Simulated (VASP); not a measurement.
Here is the system:

```
Au
1.0
    0.00000     2.04045     2.04045
    2.04045     0.00000     2.04045
    2.04045     2.04045     0.00000
Au
1
Direct
  0.00000   0.00000   0.00000
```

These are PBEsol GGA, VASP's PBE PAW potentials (set 64) (plane waves; VASP 6.6.1) values and carry that method's errors. Settings: 400 eV cut-off, 14×14×14 Γ-centred mesh, first-order Methfessel-Paxton smearing of 0.10 eV, potentials Au.

Unless said otherwise, spin-orbit coupling is left out, though it shifts the bands of the heavy elements here.

Question: Predict the energy per atom (σ→0), band gap (on the k-mesh) with the smallest direct gap where there is one.

Answer: 
```
Quantity                                                     Value
------------------------  ----------------------------------------
band gap (on the k-mesh)  none (metal, semimetal or under 0.01 eV)
energy per atom (σ→0)                               -3.922 eV/atom
```

The compound is Au in the fcc structure. It was relaxed first. The start is the result of an earlier pass.
